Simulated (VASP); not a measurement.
Method: PBEsol GGA, VASP's PBE PAW potentials (set 64) (plane waves; VASP).

The input files of a VASP run:

KPOINTS:
```
Automatic mesh
0
Gamma
7 7 4
0 0 0
```

INCAR:
```
SYSTEM = AlN
PREC = Accurate
ENCUT = 650
EDIFF = 1E-7
NELM = 100
ALGO = Normal
LREAL = .FALSE.
LASPH = .TRUE.
ISMEAR = 0
SIGMA = 0.05
GGA = PS
LWAVE = .FALSE.
LCHARG = .FALSE.
IBRION = 6
ISIF = 3
NFREE = 2
POTIM = 0.015
NSW = 1
```

File POSCAR:
```
AlN
1
    1.5566497979    -2.6961965337     0.0000000000
    1.5566497979     2.6961965337     0.0000000000
    0.0000000000     0.0000000000     4.9837267432
Al N
2 2
Direct
  0.6666670000   0.3333330000   0.5000242274
  0.3333330000   0.6666670000   0.0000242274
  0.6666670000   0.3333330000   0.8819757726
  0.3333330000   0.6666670000   0.3819757726
```

POTCAR, in this order: Al N (PBE.64 set). Program: vasp_std.

Output of the run:

**OUTCAR**
```
 ion  position               nearest neighbor table
   1  0.667  0.333  0.500-   4 1.89   4 1.89   4 1.89   3 1.90   2 3.07   2 3.07   2 3.07   2 3.07
                             2 3.07   2 3.07
   2  0.333  0.667  0.000-   3 1.89   3 1.89   3 1.89   4 1.90   1 3.07   1 3.07   1 3.07   1 3.07
                             1 3.07   1 3.07
   3  0.667  0.333  0.882-   2 1.89   2 1.89   2 1.89   1 1.90
   4  0.333  0.667  0.382-   1 1.89   1 1.89   1 1.89   2 1.90
  LATTYP: Found a hexagonal cell.
 ALAT       =     3.1132995907
 C/A-ratio  =     1.6007861107
 Subroutine PRICEL returns:
 Original cell was already a primitive cell.
 Subroutine GETGRP returns: Found 12 space group operations
The static configuration has the point symmetry C_3v.
 The point group associated with its full space group is C_6v.
The dynamic configuration has the point symmetry C_3v.
 Subroutine INISYM returns: Found 12 space group operations
 Subroutine IBZKPT returns following result:
 Found     24 irreducible k-points:

 Following reciprocal coordinates:
            Coordinates               Weight
  0.000000  0.000000  0.000000      1.000000
  0.142857 -0.000000  0.000000      6.000000
  0.285714  0.000000  0.000000      6.000000
  0.428571  0.000000  0.000000      6.000000
  0.142857  0.142857  0.000000      6.000000
  0.285714  0.142857  0.000000     12.000000
  0.428571  0.142857  0.000000      6.000000
  0.285714  0.285714  0.000000      6.000000
  0.000000  0.000000  0.250000      2.000000
  0.142857 -0.000000  0.250000     12.000000
  0.285714  0.000000  0.250000     12.000000
  0.428571  0.000000  0.250000     12.000000
  0.142857  0.142857  0.250000     12.000000
  0.285714  0.142857  0.250000     24.000000
  0.428571  0.142857  0.250000     12.000000
  0.285714  0.285714  0.250000     12.000000
  0.000000  0.000000  0.500000      1.000000
  0.142857 -0.000000  0.500000      6.000000
  0.285714  0.000000  0.500000      6.000000
  0.428571  0.000000  0.500000      6.000000
  0.142857  0.142857  0.500000      6.000000
  0.285714  0.142857  0.500000     12.000000
  0.428571  0.142857  0.500000      6.000000
  0.285714  0.285714  0.500000      6.000000
 Subroutine IBZKPT_HF returns following result:
   k-points           NKPTS =     24   k-points in BZ     NKDIM =     24   number of bands    NBANDS=     12
   number of dos      NEDOS =    301   number of ions     NIONS =      4
   total plane-waves  NPLWV =  32928
   dimension x,y,z NGX =    28 NGY =   28 NGZ =   42
   dimension x,y,z NGXF=    56 NGYF=   56 NGZF=   84
   ions per type =               2   2
   PREC   = accura    normal or accurate (medium, high low for compatibility)
   ISTART =      0    job   : 0-new  1-cont  2-samecut
   ICHARG =      2    charge: 1-file 2-atom 10-const
   ISPIN  =      1    spin polarized calculation?
   LNONCOLLINEAR =      F non collinear calculations
   LSORBIT =      F    spin-orbit coupling
   INIWAV =      1    electr: 0-lowe 1-rand  2-diag
   ENCUT  =  650.0 eV  47.77 Ry    6.91 a.u.   6.47  6.47 10.36*2*pi/ulx,y,z
   NELM   =    100;   NELMIN=  2; NELMDL= -5     # of ELM steps
   EDIFF  = 0.1E-06   stopping-criterion for ELM
   LREAL  =      F    real-space projection
   NLSPLINE    = F    spline interpolate recip. space projectors
   LMAXMIX     =    2 max onsite mixed and CHGCAR
   VOSKOWN=      0    Vosko Wilk Nusair interpolation
   EDIFFG = 0.1E-05   stopping-criterion for IOM
   NSW    =     85    number of steps for IOM
   NBLOCK =      1;   KBLOCK =     85    inner block; outer block
   IBRION =      6    ionic relax: 0-MD 1-quasi-New 2-CG
   NFREE  =      2    steps in history (QN), initial steepest desc. (CG)
   ISIF   =      3    stress and relaxation
   ISYM   =      2    0-nonsym 1-usesym 2-fastsym
   TEIN   =    0.0    initial temperature
...
```

### OUTCAR
```


 TOTAL ELASTIC MODULI (kBar)
 Direction    XX          YY          ZZ          XY          YZ          ZX
 --------------------------------------------------------------------------------
 XX        3810.6486   1378.7602   1076.3538      0.0000      0.0000     -0.0000
 YY        1378.7602   3810.6486   1076.3538      0.0000     -0.0000      0.0000
 ZZ        1076.3538   1076.3538   3567.0836     -0.0000     -0.0000     -0.0000
 XY           0.0000      0.0000     -0.0000   1215.9442      0.0000      0.0000
 YZ          -0.0000     -0.0000     -0.0000      0.0000   1114.4844     -0.0000
 ZX          -0.0000      0.0000     -0.0000      0.0000     -0.0000   1114.4843
 --------------------------------------------------------------------------------
```
(Selected blocks of OUTCAR.)

The compound is AlN in the wurtzite structure. It was relaxed first.
